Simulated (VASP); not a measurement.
Calculation: PBEsol GGA, VASP's PBE PAW potentials (set 64) (plane waves; VASP 6.6.1).

VASP input:

POSCAR:
```
CeO2
1
    0.0000000000     2.6986538632     2.6986538632
    2.6986538632     0.0000000000     2.6986538632
    2.6986538632     2.6986538632     0.0000000000
Ce O
1 2
Direct
  0.0000000000   0.0000000000   0.0000000000
  0.2500000000   0.2500000000   0.2500000000
  0.7500000000   0.7500000000   0.7500000000
```

File KPOINTS:
```
Automatic
0
G
  7 7 7
0 0 0
```

### INCAR
```
SYSTEM = CeO2
PREC = Accurate
ENCUT = 520
EDIFF = 1E-6
NELM = 100
ALGO = Normal
LREAL = .FALSE.
LASPH = .TRUE.
ISMEAR = 0
SIGMA = 0.05
GGA = PS
LMAXMIX = 6
LWAVE = .FALSE.
LCHARG = .FALSE.
IBRION = 2
ISIF = 3
NSW = 60
EDIFFG = -0.02
```

POTCAR, in this order: Ce O (PBE.64 set). Program: vasp_std.

### Question
What will the output report for the number of irreducible k-points (NKPTS), number of bands (NBANDS), largest plane-wave count, number of space-group operations, FFT grid (NGX, NGY, NGZ)?

### Answer

* **number of irreducible k-points (NKPTS)**: 20
* **number of bands (NBANDS)**: 16
* **largest plane-wave count**: 1067
* **number of space-group operations**: 48
* **FFT grid (NGX, NGY, NGZ)**: 28 × 28 × 28

The compound is CeO2 in the fluorite structure. It was relaxed first. The start is the result of an earlier pass. The run is not spin-polarised, so no magnetic state was tried.
